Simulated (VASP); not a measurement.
```xyz
2
Lattice="0.0000 3.0232 3.0232 3.0232 0.0000 3.0232 3.0232 3.0232 0.0000" Properties=species:S:1:pos:R:3 pbc="T T T"
Ba     0.0000     0.0000     0.0000
S      3.0232     3.0232     3.0232
```

All values below come from PBEsol GGA, VASP's PBE PAW potentials (set 64) (plane waves; VASP). Settings: 500 eV cut-off, 8×8×8 Γ-centred mesh, Gaussian smearing of 0.050 eV, potentials Ba_sv S.

Unless said otherwise, spin-orbit coupling is left out, though it shifts the bands of the heavy elements here.

Question: Estimate the energy per atom (σ→0), pressure, band gap (on the k-mesh) with the smallest direct gap where there is one.

Answer: 
```yaml
band gap (on the k-mesh): 1.60 eV
smallest direct gap (on the k-mesh): 1.61 eV
energy per atom (σ→0): -5.236 eV/atom
pressure: 9.90 GPa
```

Total energies compare only between runs with the same potentials, cut-off and functional.

The compound is BaS in the rock salt structure. It was relaxed first under an external pressure of 10 GPa.
